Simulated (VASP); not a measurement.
Output of a VASP run:

**OSZICAR**
```
       N       E                     dE             d eps       ncg     rms          rms(c)
DAV:   1     0.795075039564E+01    0.79508E+01   -0.41100E+03  1392   0.850E+02
DAV:   2    -0.140877793316E+02   -0.22039E+02   -0.20954E+02  1896   0.114E+02
DAV:   3    -0.143262179405E+02   -0.23844E+00   -0.23820E+00  1664   0.142E+01
DAV:   4    -0.143265856575E+02   -0.36772E-03   -0.36771E-03  1952   0.505E-01
DAV:   5    -0.143265861251E+02   -0.46763E-06   -0.46757E-06  1672   0.106E-02    0.566E+00
DAV:   6    -0.127027751894E+02    0.16238E+01   -0.26665E+00  1392   0.934E+00    0.277E+00
DAV:   7    -0.124175757385E+02    0.28520E+00   -0.16095E+00  1560   0.713E+00    0.854E-01
DAV:   8    -0.124150795240E+02    0.24962E-02   -0.17023E-01  1408   0.262E+00    0.519E-01
DAV:   9    -0.124064248054E+02    0.86547E-02   -0.32453E-02  1408   0.110E+00    0.571E-02
DAV:  10    -0.124064680737E+02   -0.43268E-04   -0.58485E-04  1904   0.204E-01    0.302E-02
DAV:  11    -0.124064676988E+02    0.37493E-06   -0.10096E-04  1376   0.689E-02    0.766E-03
DAV:  12    -0.124064642398E+02    0.34590E-05   -0.13054E-05  1512   0.224E-02    0.842E-04
DAV:  13    -0.124064642770E+02   -0.37245E-07   -0.33845E-07  1768   0.511E-03
   1 F= -.12406464E+02 E0= -.12406172E+02  d E =-.124065E+02
       N       E                     dE             d eps       ncg     rms          rms(c)
DAV:   1    -0.124067405227E+02   -0.27628E-03   -0.41004E-03  1800   0.504E-01    0.388E-02
DAV:   2    -0.124066542028E+02    0.86320E-04   -0.19258E-04  1712   0.901E-02    0.138E-02
DAV:   3    -0.124066439018E+02    0.10301E-04   -0.39186E-05  1568   0.360E-02    0.378E-03
DAV:   4    -0.124066438380E+02    0.63783E-07   -0.17870E-06  1616   0.114E-02    0.683E-04
DAV:   5    -0.124066437977E+02    0.40283E-07   -0.90013E-08  1240   0.201E-03
   2 F= -.12406644E+02 E0= -.12406423E+02  d E =-.179521E-03
       N       E                     dE             d eps       ncg     rms          rms(c)
DAV:   1    -0.124066756713E+02   -0.31833E-04   -0.59590E-04  1784   0.192E-01    0.150E-02
DAV:   2    -0.124066627765E+02    0.12895E-04   -0.28542E-05  1720   0.346E-02    0.562E-03
DAV:   3    -0.124066611661E+02    0.16104E-05   -0.64939E-06  1544   0.145E-02    0.148E-03
DAV:   4    -0.124066612024E+02   -0.36297E-07   -0.28273E-07  1504   0.445E-03
   3 F= -.12406661E+02 E0= -.12406470E+02  d E =-.196925E-03
```

File OUTCAR:
```
------------------------ aborting loop because EDIFF is reached ----------------------------------------
  FORCE on cell =-STRESS in cart. coord.  units (eV):
  Direction    XX          YY          ZZ          XY          YZ          ZX
  --------------------------------------------------------------------------------------
  Total        1.7717654      1.7717647      1.7757665      0.0000000     -0.0000000     -0.0000000
  in kB      105.6204670    105.6204251    105.8589871      0.0000000     -0.0000000     -0.0000000
  external PRESSURE =     105.6999598 kB  Pullay stress =       0.0000000 kB
  volume of cell :       26.88
      direct lattice vectors                 reciprocal lattice vectors
     1.506351736 -2.609077224 -0.000000000     0.331927788 -0.191638636 -0.000000000
     1.506351736  2.609077224  0.000000000     0.331927788  0.191638636 -0.000000000
     0.000000000 -0.000000000  3.419206986     0.000000000 -0.000000000  0.292465476
 POSITION                                       TOTAL-FORCE (eV/Angst)
 -----------------------------------------------------------------------------------
      0.00000     -0.00000     -0.00000         0.000000     -0.000000      0.000000
      1.50635      0.86969      1.70960         0.000000      0.000000      0.000000
      1.50635     -0.86969      1.70960        -0.000000     -0.000000     -0.000000
 -----------------------------------------------------------------------------------
    total drift:                                0.000000     -0.000000      0.000000
  FREE ENERGIE OF THE ION-ELECTRON SYSTEM (eV)
  ---------------------------------------------------
  free  energy   TOTEN  =       -12.4066612024 eV

  energy  without entropy=      -12.4060878468  energy(sigma->0) =      -12.40647008

 reached required accuracy - stopping structural energy minimisation
```
(Selected blocks of OUTCAR.)

**POSCAR**
```
MgB2
1
    1.5081138854    -2.6121293910     0.0000000000
    1.5081138854     2.6121293910     0.0000000000
    0.0000000000     0.0000000000     3.4112212923
Mg B
1 2
Direct
  0.0000000000   0.0000000000   0.0000000000
  0.3333330000   0.6666670000   0.5000000000
  0.6666670000   0.3333330000   0.5000000000
```

Question: Reconstruct the remaining input files.

Answer: Several could match; the one computed here: the input of the run itself, optB88-vdW, plane waves, VASP's PBE PAW potentials (set 64).

File KPOINTS:
```
Automatic mesh
0
Gamma
11 11 9
0 0 0
```

### INCAR
```
! general
SYSTEM    =  MgB2
PREC      =  Accurate
ENCUT     =  520
LREAL     =  .FALSE.
LASPH     =  .TRUE.

! electronic loop
EDIFF     =  1E-7
NELM      =  100
ALGO      =  Normal

! smearing
ISMEAR    =  1
SIGMA     =  0.1

! functional
GGA       =  BO
LUSE_VDW  =  .TRUE.
AGGAC     =  0.0
PARAM1    =  0.1833333333
PARAM2    =  0.22

! ions
IBRION    =  2
NSW       =  30
ISIF      =  4
EDIFFG    =  -0.01

! output
LWAVE     =  .FALSE.
LCHARG    =  .FALSE.
```

POTCAR, in this order: Mg B (PBE.64 set). Program: vasp_std.

The compound is MgB2 in the AlB2 type structure. This cell is one point of a volume scan, at 0.94 of the reference volume. Symmetry was kept, so distortions that lower it aren't found.
